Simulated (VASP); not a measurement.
Energy against volume of Li2Se (antifluorite). Level of theory: revPBE GGA, VASP's PBE PAW potentials (set 64) (plane waves; VASP). Run with 520 eV cut-off, 6×6×6 Γ-centred mesh, Gaussian smearing of 0.050 eV, potentials Li_sv Se.

| V (Å³/atom) | E (eV/atom) |
|---|---|
| 18.128 | -3.53377 |
| 18.689 | -3.53589 |
| 19.249 | -3.53471 |
| 19.810 | -3.53062 |

Q: Fit these four points and predict the energy of the run at 17.567 Å³/atom.

A: A cubic in V^(−2/3), the third-order Birch-Murnaghan form, passes through the four points with V0 = 18.76 Å³/atom and B0 = 31 GPa, and gives -3.5279 eV/atom there. The run gave -3.5278 eV/atom, +0.1 meV/atom from the fit; all five points give B0 = 31 GPa.

The compound is Li2Se in the antifluorite structure. It was relaxed first.
